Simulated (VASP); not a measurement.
This VASP 6.6.1 run on EuAgSeF needs a look.

run.py

```python
from ase.calculators.vasp import Vasp
from ase.eos import EquationOfState
from ase.io import Trajectory
from ase.io import read
from ase.units import GPa

atoms = read('EuAgSeF.xyz')
atoms.set_initial_magnetic_moments([4.69, 6.39, 0.0, 0.0, 0.0, 0.0, 0.0, 0.0])
calc = Vasp(
    directory='calc',
    xc='vdw-df2',
    pp='PBE',
    setups='recommended',
    prec='Accurate',
    encut=520,
    ediff=1e-07,
    ismear=-1,
    sigma=0.05,
    lreal=False,
    lasph=True,
    nelm=86,
    algo='Normal',
    isif=2,
    lwave=False,
    lcharg=False,
    ispin=2,
    lorbit=11,
    nupdown=2,
    lmaxmix=6,
    kpts=[7, 7, 3],
    gamma=True,
    nelect=60.0,
)
atoms.calc = calc
cell = atoms.cell.copy()
volumes, energies = [], []
traj = Trajectory('eos.traj', 'w')
for x in [0.94, 0.96, 0.98, 1.0, 1.02, 1.04, 1.06]:
    atoms.set_cell(cell * x ** (1 / 3), scale_atoms=True)
    volumes.append(atoms.get_volume())
    energies.append(atoms.get_potential_energy())
    traj.write(atoms)
    print(f'{x:5.2f} {volumes[-1]:12.5f} {energies[-1]:14.6f}')

v0, e0, B = EquationOfState(volumes, energies, eos='birchmurnaghan').fit()
print(f'V0 = {v0:.4f} A^3, E0 = {e0:.6f} eV, B = {B / GPa:.2f} GPa')
```

The input EuAgSeF.xyz:

```xyz
8
Lattice="4.1542700000 0.0000000000 0.0000000000 0.0000000000 4.1542700000 0.0000000000 0.0000000000 0.0000000000 9.2183000000" Properties=species:S:1:pos:R:3 pbc="T T T"
Eu     0.0000000000      2.0771350000      6.0142032860
Eu     2.0771350000      0.0000000000      3.2040967140
Ag     2.0771350000      2.0771350000      0.0000000000
Ag     0.0000000000      0.0000000000      0.0000000000
Se     2.0771350000      0.0000000000      7.4041385600
Se     0.0000000000      2.0771350000      1.8141614400
F      2.0771350000      2.0771350000      4.6091500000
F      0.0000000000      0.0000000000      4.6091500000
```

Potentials or basis: VASP PAW PBE potentials, release 64 (Eu_2, Ag, Se, F), 4f in core.

Run with:

```console
$ python run.py
```

Output:

```text
<dir> UserWarning: vdW has been enabled, however no location for the vdw_kernel.bindat file has been specified. Set ASE_VASP_VDW environment variable to copy the vdW kernel.
  warnings.warn(
 0.94    149.54370     -29.711636
 0.96    152.72548     -29.077052
 0.98    155.90726     -28.438788
 1.00    159.08905     -27.798981
 1.02    162.27083     -27.159261
```

OUTCAR:

```text
ENCUT = 520.000000
   NELECT = 60.000000
[... 238 lines left out ...]

  energy without entropy =      -26.55812892  energy(sigma->0) =      -26.58495983

Total vdW correction in eV:     12.8252199
```

**Question.** What happened, and what is wrong with the input?

**Answer.** The calculation hadn't finished when its time ran out. The input holds a flaw that was put in on purpose: wrong number of electrons (NELECT = 60.000000).
